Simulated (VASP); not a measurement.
All values below come from PBE GGA, VASP's PBE PAW potentials (set 64) (plane waves; VASP).

Input for VASP

### POSCAR
```
KZnF3
1
    3.8131064126    -0.0000000000     0.0000000000
    0.0000000000     3.8131064126    -0.0000000000
   -0.0000000000    -0.0000000000     3.8131064126
K Zn F
1 1 3
Direct
  0.0000000000   0.0000000000   0.0000000000
  0.5000000000   0.5000000000   0.5000000000
  0.5000000000   0.0000000000   0.5000000000
  0.0000000000   0.5000000000   0.5000000000
  0.5000000000   0.5000000000   0.0000000000
```

### KPOINTS
```
Automatic
0
Gamma
6 6 6
```

**INCAR**
```
! general
SYSTEM   =  KZnF3
PREC     =  Accurate
ENCUT    =  620
LREAL    =  F
LASPH    =  T

! electronic loop
EDIFF    =  1E-6
NELM     =  100
ALGO     =  Normal
LMAXMIX  =  4

! smearing
ISMEAR   =  0
SIGMA    =  0.05

! functional
GGA      =  PE

! ions
IBRION   =  2
NSW      =  40
ISIF     =  3
EDIFFG   =  -0.02
PSTRESS  =  450

! output
LWAVE    =  F
LCHARG   =  F
```

POTCAR, in this order: K_sv Zn F (PBE.64 set). Program: vasp_std.

The run wrote:

### OSZICAR
```
       N       E                     dE             d eps       ncg     rms          rms(c)
DAV:   1     0.510220346931E+03    0.51022E+03   -0.26040E+04  1000   0.243E+03
DAV:   2     0.182788931992E+02   -0.49194E+03   -0.48043E+03  1153   0.563E+02
DAV:   3    -0.203722455567E+02   -0.38651E+02   -0.38493E+02  1202   0.167E+02
DAV:   4    -0.212775163453E+02   -0.90527E+00   -0.90395E+00  1540   0.228E+01
DAV:   5    -0.212860547266E+02   -0.85384E-02   -0.85359E-02  1272   0.199E+00    0.165E+01
DAV:   6    -0.191342495337E+02    0.21518E+01   -0.77157E+00  1464   0.377E+01    0.110E+01
DAV:   7    -0.191915909505E+02   -0.57341E-01   -0.13768E+00  1053   0.871E+00    0.632E+00
DAV:   8    -0.192071806131E+02   -0.15590E-01   -0.44206E-01  1380   0.155E+01    0.136E+00
DAV:   9    -0.191904227109E+02    0.16758E-01   -0.52200E-02  1511   0.539E+00    0.821E-01
DAV:  10    -0.191819952298E+02    0.84275E-02   -0.11704E-01  1461   0.915E+00    0.344E-01
DAV:  11    -0.191817089252E+02    0.28630E-03   -0.21137E-02  1286   0.163E+00    0.161E-01
DAV:  12    -0.191818524752E+02   -0.14355E-03   -0.81659E-04  1254   0.276E-01    0.165E-01
DAV:  13    -0.191816621065E+02    0.19037E-03   -0.27698E-03  1452   0.657E-01    0.114E-01
DAV:  14    -0.191815315061E+02    0.13060E-03   -0.29065E-04  1364   0.389E-01    0.702E-02
DAV:  15    -0.191815237411E+02    0.77650E-05   -0.74377E-05  1607   0.198E-01    0.687E-02
DAV:  16    -0.191814906609E+02    0.33080E-04   -0.35804E-05  1315   0.151E-01    0.491E-02
DAV:  17    -0.191814793455E+02    0.11315E-04   -0.12909E-05  1536   0.538E-02    0.367E-02
DAV:  18    -0.191814752251E+02    0.41204E-05   -0.21698E-06   702   0.338E-02    0.304E-02
DAV:  19    -0.191814674295E+02    0.77955E-05   -0.15919E-05  1356   0.575E-02    0.141E-02
DAV:  20    -0.191814665407E+02    0.88887E-06   -0.12931E-06   627   0.143E-02
   1 F= -.36096705E+01 E0= -.36096705E+01  d E =-.360967E+01
       N       E                     dE             d eps       ncg     rms          rms(c)
DAV:   1    -0.262832720744E+02   -0.71018E+01   -0.18444E+02  1195   0.181E+02    0.261E+01
DAV:   2    -0.177854241898E+02    0.84978E+01   -0.32727E+01  1305   0.621E+01    0.876E+00
DAV:   3    -0.169889773103E+02    0.79645E+00   -0.14600E+00  1392   0.155E+01    0.395E+00
DAV:   4    -0.168461946499E+02    0.14278E+00   -0.49858E-01  1781   0.788E+00    0.193E+00
DAV:   5    -0.168438567970E+02    0.23379E-02   -0.47370E-02  1319   0.272E+00    0.462E-01
DAV:   6    -0.168423458326E+02    0.15110E-02   -0.44563E-03  1758   0.220E+00    0.208E-01
DAV:   7    -0.168425226903E+02   -0.17686E-03   -0.33754E-03  1528   0.117E+00    0.873E-02
DAV:   8    -0.168424368614E+02    0.85829E-04   -0.10692E-03  1511   0.716E-01    0.253E-02
DAV:   9    -0.168424414429E+02   -0.45815E-05   -0.71374E-05  1539   0.162E-01    0.628E-03
DAV:  10    -0.168424421057E+02   -0.66278E-06   -0.11201E-05  1099   0.284E-02    0.281E-03
DAV:  11    -0.168424417365E+02    0.36922E-06   -0.47927E-07   583   0.742E-03
   2 F= -.34835554E+01 E0= -.34835554E+01  d E =0.126115E+00
       N       E                     dE             d eps       ncg     rms          rms(c)
DAV:   1    -0.211320620490E+02   -0.42896E+01   -0.57492E+01  1161   0.100E+02    0.134E+01
DAV:   2    -0.186835640634E+02    0.24485E+01   -0.87346E+00  1231   0.345E+01    0.491E+00
DAV:   3    -0.183979962680E+02    0.28557E+00   -0.54712E-01  1299   0.199E+01    0.304E+00
DAV:   4    -0.183568608764E+02    0.41135E-01   -0.13034E-01  1722   0.439E+00    0.169E+00
DAV:   5    -0.183528934034E+02    0.39675E-02   -0.17877E-02  1518   0.107E+00    0.242E-01
DAV:   6    -0.183527227094E+02    0.17069E-03   -0.20406E-03  1677   0.136E+00    0.724E-02
DAV:   7    -0.183527234952E+02   -0.78576E-06   -0.33118E-04  1118   0.162E-01    0.427E-02
DAV:   8    -0.183527186081E+02    0.48871E-05   -0.59895E-05  1403   0.210E-01    0.102E-02
DAV:   9    -0.183527150813E+02    0.35268E-05   -0.93851E-06  1210   0.144E-01    0.270E-03
DAV:  10    -0.183527157597E+02   -0.67842E-06   -0.23249E-06   803   0.131E-02
   3 F= -.37924095E+01 E0= -.37924095E+01  d E =-.182739E+00
```

OUTCAR:
```
------------------------ aborting loop because EDIFF is reached ----------------------------------------
  FORCE on cell =-STRESS in cart. coord.  units (eV):
  Direction    XX          YY          ZZ          XY          YZ          ZX
  --------------------------------------------------------------------------------------
  Total       14.4761705     14.4761705     14.4761705     -0.0000000      0.0000000      0.0000000
  in kB      447.3997035    447.3997035    447.3997035     -0.0000000      0.0000000      0.0000000
  external PRESSURE =      -2.6002965 kB  Pullay stress =     450.0000000 kB
  volume of cell :       51.84
      direct lattice vectors                 reciprocal lattice vectors
     3.728689269  0.000000000 -0.000000000     0.268190758  0.000000000  0.000000000
    -0.000000000  3.728689269 -0.000000000    -0.000000000  0.268190758 -0.000000000
    -0.000000000  0.000000000  3.728689269     0.000000000  0.000000000  0.268190758
 POSITION                                       TOTAL-FORCE (eV/Angst)
 -----------------------------------------------------------------------------------
      0.00000      0.00000      0.00000        -0.000000     -0.000000      0.000000
      1.86434      1.86434      1.86434         0.000000      0.000000      0.000000
      1.86434      0.00000      1.86434        -0.000000      0.000000      0.000000
     -0.00000      1.86434      1.86434         0.000000      0.000000      0.000000
      1.86434      1.86434     -0.00000        -0.000000     -0.000000      0.000000
 -----------------------------------------------------------------------------------
    total drift:                                0.000000     -0.000000     -0.000000
  FREE ENERGIE OF THE ION-ELECTRON SYSTEM (eV)
  ---------------------------------------------------
  free  energy   TOTEN  =       -18.3527157597 eV

  energy  without entropy=      -18.3527157597  energy(sigma->0) =      -18.35271576
  enthalpy is  TOTEN    =        -3.7924094972 eV   P V=       14.5603062625

 reached required accuracy - stopping structural energy minimisation
```
(Selected blocks of OUTCAR.)

CONTCAR:
```
KZnF3
   1.00000000000000
     3.7286892692768325    0.0000000000000000   -0.0000000000000000
    -0.0000000000000000    3.7286892692768325   -0.0000000000000000
    -0.0000000000000000    0.0000000000000000    3.7286892692768325
  K               Zn              F
     1     1     3
Direct
     0.0000000000000000    0.0000000000000000    0.0000000000000000
     0.5000000000000000    0.5000000000000000    0.5000000000000000
     0.5000000000000000    0.0000000000000000    0.5000000000000000
     0.0000000000000000    0.5000000000000000    0.5000000000000000
     0.5000000000000000    0.5000000000000000    0.0000000000000000
```

Energy and stress use the plane-wave basis of the starting cell.

The compound is KZnF3 in the cubic perovskite structure. This run relaxes it under an external pressure of 45 GPa. Symmetry was kept, so distortions that lower it aren't found.
